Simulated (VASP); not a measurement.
# Li3ZrN2 (P-3m1) in VASP: a series of runs

Aim: see how the results for Li3ZrN2 move with the level of theory and the settings. Levels: PBE, r2SCAN. Tasks: relaxation of cell and atoms, single point.

Program: VASP 6.6.1. These are calculated values, not measurements. Logs are shortened: lines on timing, memory, paths and dates and some standing lists are left out, and cuts for length are marked.

## 1. The crystal as given

It takes space group P-3m1 (No. 164, trigonal). The conventional cell has a = 3.307 Å, b = 3.307 Å, c = 5.681 Å, α = 90.00°, β = 90.00°, γ = 120.00°. Li (site symmetry -3m) is surrounded by 6 Li at 2.11 Å and 6 N at 2.37 Å. Li (site symmetry 3m) is surrounded by 3 N at 1.98 Å and 3 Li at 2.11 Å. Zr (site symmetry -3m) is surrounded by 6 N at 2.39 Å and 6 Li at 2.72 Å. N (site symmetry 3m) has 3 Li at 1.98 Å as nearest neighbours.

The cell was built by a generator and needn't be a form met in nature.

## 2. Relaxation of cell and atoms, PBE

The input, INCAR:

```
SYSTEM = Li3ZrN2
  PREC = Accurate
  ENCUT = 520
  EDIFF = 1E-6
  ISMEAR = 0
  SIGMA = 0.1
  LREAL = .False.
  LASPH = .True.
  NELM = 120
  ALGO = Normal
  ISIF = 3
  LWAVE = .False.
  LCHARG = .False.
  GGA = PE
  IBRION = 2
  NSW = 90
  EDIFFG = -0.01
  KPAR = 4
```

The input, KPOINTS:

```
Automatic mesh
0
Gamma
  10 10 6
  0 0 0
```

The input, POSCAR:

```
Li3ZrN2
1.0
    3.3071483900      0.0000000000      0.0000000000
   -1.6535742000      2.8640745200      0.0000000000
    0.0000000000      0.0000000000      5.6810000000
Li Zr N
3 1 2
Direct
    0.0000000000      0.0000000000      0.5000000000
    0.3333333300      0.6666666700      0.6592149300
    0.6666666700      0.3333333300      0.3407850700
    0.0000000000      0.0000000000      0.0000000000
    0.6666666700      0.3333333300      0.7481077300
    0.3333333300      0.6666666700      0.2518922700
```

Potentials or basis: VASP PAW PBE potentials, release 64 (Li_sv, Zr_sv, N).

Run with:

```console
cat potpaw_PBE.64/Li_sv/POTCAR potpaw_PBE.64/Zr_sv/POTCAR potpaw_PBE.64/N/POTCAR > POTCAR
mpirun -np 4 vasp_std > vasp.out
```

OUTCAR:

```text
SYSTEM = Li3ZrN2
   PREC = Accurate
   ENCUT = 520
   EDIFF = 1E-6
   ISMEAR = 0
   LREAL = .False.
   LASPH = .True.
   NELM = 120
   ISIF = 3
   GGA = PE
   IBRION = 2
   NSW = 90
   EDIFFG = -0.01

 ion  position               nearest neighbor table
   1  0.000  0.000  0.500-   2 2.11   3 2.11   3 2.11   2 2.11   3 2.11   2 2.11   4 2.84   4 2.84

   2  0.333  0.667  0.659-   5 1.98   5 1.98   5 1.98   1 2.11   1 2.11   1 2.11   4 2.72   4 2.72
                             4 2.72
   3  0.667  0.333  0.341-   6 1.98   6 1.98   6 1.98   1 2.11   1 2.11   1 2.11   4 2.72   4 2.72
                             4 2.72
   4  0.000  0.000  0.000-   5 2.39   6 2.39   5 2.39   6 2.39   5 2.39   6 2.39   2 2.72   3 2.72
                             2 2.72   3 2.72   3 2.72   2 2.72   1 2.84   1 2.84
   5  0.667  0.333  0.748-   2 1.98   2 1.98   2 1.98   4 2.39   4 2.39   4 2.39
   6  0.333  0.667  0.252-   3 1.98   3 1.98   3 1.98   4 2.39   4 2.39   4 2.39

  LATTYP: Found a hexagonal cell.
 ALAT       =     3.3071483900
 C/A-ratio  =     1.7177941024

  Lattice vectors:

 A1 = (   3.3071483900,   0.0000000000,   0.0000000000)
 A2 = (  -1.6535742000,   2.8640745200,   0.0000000000)
 A3 = (   0.0000000000,   0.0000000000,   5.6810000000)

Analysis of symmetry for initial positions (statically):
=====================================================================
 Subroutine PRICEL returns:
 Original cell was already a primitive cell.

 Routine SETGRP: Setting up the symmetry group for a
 hexagonal supercell.

 Subroutine GETGRP returns: Found 12 space group operations
 (whereof 12 operations were pure point group operations)
 out of a pool of 24 trial point group operations.

The static configuration has the point symmetry D_3d.

Analysis of symmetry for dynamics (positions and initial velocities):
=====================================================================
 Subroutine PRICEL returns:
 Original cell was already a primitive cell.

 Routine SETGRP: Setting up the symmetry group for a
 hexagonal supercell.

 Subroutine GETGRP returns: Found 12 space group operations
 (whereof 12 operations were pure point group operations)
 out of a pool of 24 trial point group operations.

The dynamic configuration has the point symmetry D_3d.

 Subroutine INISYM returns: Found 12 space group operations
 (whereof 12 operations are pure point group operations),
 and found     1 'primitive' translations

----------------------------------------------------------------------------------------

                                     Primitive cell

  volume of cell :      53.8100

  direct lattice vectors                    reciprocal lattice vectors
     3.307148390  0.000000000  0.000000000     0.302375304  0.174576464  0.000000000
    -1.653574200  2.864074520  0.000000000     0.000000000  0.349152926  0.000000000
     0.000000000  0.000000000  5.681000000     0.000000000  0.000000000  0.176025348

  length of vectors
     3.307148390  3.307148393  5.681000000     0.349152927  0.349152926  0.176025348

  position of ions in fractional coordinates (direct lattice)
     0.000000000  0.000000000  0.500000000
     0.333333330  0.666666670  0.659214930
     0.666666670  0.333333330  0.340785070
     0.000000000  0.000000000  0.000000000
     0.666666670  0.333333330  0.748107730
     0.333333330  0.666666670  0.251892270

  ion indices of the primitive-cell ions
   primitive index   ion index
                 1           1
                 2           2
                 3           3
                 4           4
                 5           5
                 6           6

----------------------------------------------------------------------------------------

 KPOINTS: Automatic mesh

Automatic generation of k-mesh.
 Grid dimensions read from file:
 generate k-points for:   10   10    6

 Generating k-lattice:

  Cartesian coordinates                     Fractional coordinates (reciprocal lattice)
     0.030237530  0.017457646  0.000000000     0.100000000  0.000000000  0.000000000
     0.000000000  0.034915293  0.000000000     0.000000000  0.100000000  0.000000000
     0.000000000  0.000000000  0.029337558     0.000000000  0.000000000  0.166666667

  Length of vectors
     0.034915293  0.034915293  0.029337558

  Shift w.r.t. Gamma in fractional coordinates (k-lattice)
     0.000000000  0.000000000  0.000000000

 Subroutine IBZKPT returns following result:
 ===========================================

 Found     72 irreducible k-points:

 Following reciprocal coordinates:
            Coordinates               Weight
  0.000000  0.000000  0.000000      1.000000
  0.100000 -0.000000  0.000000      6.000000
  0.200000 -0.000000  0.000000      6.000000
  0.300000  0.000000  0.000000      6.000000
  0.400000  0.000000  0.000000      6.000000
  0.500000 -0.000000  0.000000      3.000000
[... 16 lines left out ...]
  0.000000  0.400000  0.166667      6.000000
  0.500000 -0.000000  0.166667      6.000000
 [... further k-points ...]
   k-points           NKPTS =     72   k-points in BZ     NKDIM =     72   number of bands    NBANDS=     19
   number of dos      NEDOS =    301   number of ions     NIONS =      6
   total plane-waves  NPLWV =  32928
   dimension x,y,z NGX =    28 NGY =   28 NGZ =   42
   dimension x,y,z NGXF=    56 NGYF=   56 NGZF=   84
   ions per type =               3   1   2
   NGX,Y,Z   is equivalent  to a cutoff of  14.08, 14.08, 12.29 a.u.
   NGXF,Y,Z  is equivalent  to a cutoff of  28.15, 28.15, 24.58 a.u.
 SYSTEM =  Li3ZrN2
   PREC   = accura    normal or accurate (medium, high low for compatibility)
   ISTART =      0    job   : 0-new  1-cont  2-samecut
   ICHARG =      2    charge: 1-file 2-atom 10-const
   ISPIN  =      1    spin polarized calculation?
   LNONCOLLINEAR =      F non collinear calculations
   LSORBIT =      F    spin-orbit coupling
   LASPH  =      T    aspherical Exc in radial PAW
   ENCUT  =  520.0 eV  38.22 Ry    6.18 a.u.   6.15  6.15 10.56*2*pi/ulx,y,z
   NELM   =    120;   NELMIN=  2; NELMDL= -5     # of ELM steps
   EDIFF  = 0.1E-05   stopping-criterion for ELM
   LREAL  =      F    real-space projection
   EDIFFG = -.1E-01   stopping-criterion for IOM
   NSW    =     90    number of steps for IOM
   IBRION =      2    ionic relax: 0-MD 1-quasi-New 2-CG
   NFREE  =      1    steps in history (QN), initial steepest desc. (CG)
   ISIF   =      3    stress and relaxation
   ISYM   =      2    0-nonsym 1-usesym 2-fastsym
   POTIM  = 0.5000    time-step for ionic-motion
   TEBEG  =    0.0;   TEEND  =   0.0 temperature during run
   PSTRESS=    0.0 pullay stress
   NELECT =      31.0000    total number of electrons
   NUPDOWN=      -1.0000    fix difference up-down
   EMIN   =  10.00;   EMAX   =-10.00  energy-range for DOS
   EFERMI =   0.00;   METHOD = LEGACY
   ISMEAR =     0;   SIGMA  =   0.10  broadening in eV -4-tet -1-fermi 0-gaus
   EFERMI_NEDOS =   21; number of points for ismear=-14 and -15
   IALGO  =     38    algorithm
   IMIX   =      4    mixing-type and parameters
     AMIX     =   0.40;   BMIX     =  1.00
     AMIX_MAG =   1.60;   BMIX_MAG =  1.00
  volume/ion in A,a.u.               =       8.97        60.52
  Fermi-wavevector in a.u.,A,eV,Ry     =   1.362201  2.574186 25.246849  1.855591
  Thomas-Fermi vector in A             =   2.488711
   LORBIT       =      0    0 simple, 1 ext, 2 COOP (PROOUT), +10 PAW based schemes
   GGA     = PE    functional components
   LHFCALC =     F    Hartree Fock is set to
   AEXX    =    0.0000 exact exchange contribution
   IVDW    =     0    specifies the selected vdW correction
   LEPSILON=     F    determine dielectric tensor
   LRPA    =     F    only Hartree local field effects (RPA)
 conjugate gradient relaxation of ions
 non-spin polarized calculation
 Gauss-broadening in eV      SIGMA  =   0.10
  energy-cutoff  :      520.00
  volume of cell :       53.81
 maximum number of plane-waves:      1464
 NGX is ok and might be reduce to    28
   NGX = 13   NGY = 13   NGZ = 21

--------------------------------------- Ionic step        1  -------------------------------------------

 number of electron      31.0000003 magnetization

 Free energy of the ion-electron system (eV)
  ---------------------------------------------------
  ext. energy  EPLUGINS =         0.00000000
  ---------------------------------------------------
  free energy    TOTEN  =       -35.14137377 eV

  energy without entropy =      -35.13457996  energy(sigma->0) =      -35.13797687

------------------------ aborting loop because EDIFF is reached ----------------------------------------

  FORCE on cell =-STRESS in cart. coord.  units (eV):
  Direction    XX          YY          ZZ          XY          YZ          ZX
  --------------------------------------------------------------------------------------
  -------------------------------------------------------------------------------------
  Total        0.2636167      0.2636167      0.4614334     -0.0000000      0.0000000      0.0000000
  in kB        7.8491150      7.8491150     13.7390552     -0.0000000      0.0000000      0.0000000
  external PRESSURE =       9.8124284 kB  Pullay stress =       0.0000000 kB
[... 225 lines left out ...]
  energy  without entropy=      -35.1381184436  energy(sigma->0) =      -35.14147108

--------------------------------------- Ionic step        7  -------------------------------------------

 number of electron      31.0000009 magnetization

 Free energy of the ion-electron system (eV)
  ---------------------------------------------------
  ext. energy  EPLUGINS =         0.00000000
  ---------------------------------------------------
  free energy    TOTEN  =       -35.14523202 eV

  energy without entropy =      -35.13848384  energy(sigma->0) =      -35.14185793

 E-fermi :   8.3955     XC(G=0): -11.3013

 val. band max:        8.3934258795   @ k =   0.3000   0.2000   0.5000
 cond. band min:       8.4027766499   @ k =   0.4000   0.2000   0.3333
 fundamental gap:      0.0093507704
 Fermi energy:         8.3954556054

 k-point     1 :       0.0000    0.0000    0.0000
  band No.  band energies     occupation
      1     -41.1385      2.00000
      2     -39.2938      2.00000
      3     -37.7224      2.00000
      4     -37.7129      2.00000
      5     -19.3216      2.00000
      6     -18.9106      2.00000
[... 11 lines left out ...]
     18       9.4163      0.00000
     19      11.2878      0.00000
[... 489 lines left out ...]
      3     -37.7345      2.00000
      4     -37.7146      2.00000
      5     -19.5565      2.00000
      6     -19.1712      2.00000
[... 11 lines left out ...]
     18      11.9017      0.00000
     19      12.3795      0.00000

 [... further k-points ...]

------------------------ aborting loop because EDIFF is reached ----------------------------------------

  FORCE on cell =-STRESS in cart. coord.  units (eV):
  Direction    XX          YY          ZZ          XY          YZ          ZX
  --------------------------------------------------------------------------------------
  -------------------------------------------------------------------------------------
  Total       -0.0089348     -0.0089348      0.0137077      0.0000000      0.0000000      0.0000000
  in kB       -0.2630539     -0.2630539      0.4035747      0.0000000      0.0000000      0.0000000
  external PRESSURE =      -0.0408444 kB  Pullay stress =       0.0000000 kB
[... 21 lines left out ...]
  FREE ENERGIE OF THE ION-ELECTRON SYSTEM (eV)
  ---------------------------------------------------
  free  energy   TOTEN  =       -35.1452320234 eV

  energy  without entropy=      -35.1384838397  energy(sigma->0) =      -35.14185793

 reached required accuracy - stopping structural energy minimisation
```

Wall time 37 s (4 MPI ranks of AMD EPYC 9R45 (Zen 5), shared host); peak memory 0.22 GiB.

The run converged, but some of its settings lie outside the range that counts as converged, so its numbers aren't taken as properties of the crystal.

Results:

```
Free energy                            : -35.1452 eV
Relaxed volume                         : 9.07 Å³/atom
Relaxed cell                           : a = 3.310 Å, b = 3.310 Å, c = 5.734 Å, α = 90.00°, β = 90.00°, γ = 120.00°
Space group after relaxing (to 0.05 Å) : P-3m1 (No. 164)
Energy gained by relaxing              : 0.6 meV/atom
Ionic steps                            : 7
Largest force after relaxing           : 0.007 eV/Å
Band gap on the k mesh                 : none (metal or under the smearing width)
```

Caveat: the cutoff is under 1.25 times the usual one of these potentials, so pressure, stress and relaxed cells hold a basis-set (Pulay) error.

[end of part 1 of 2]
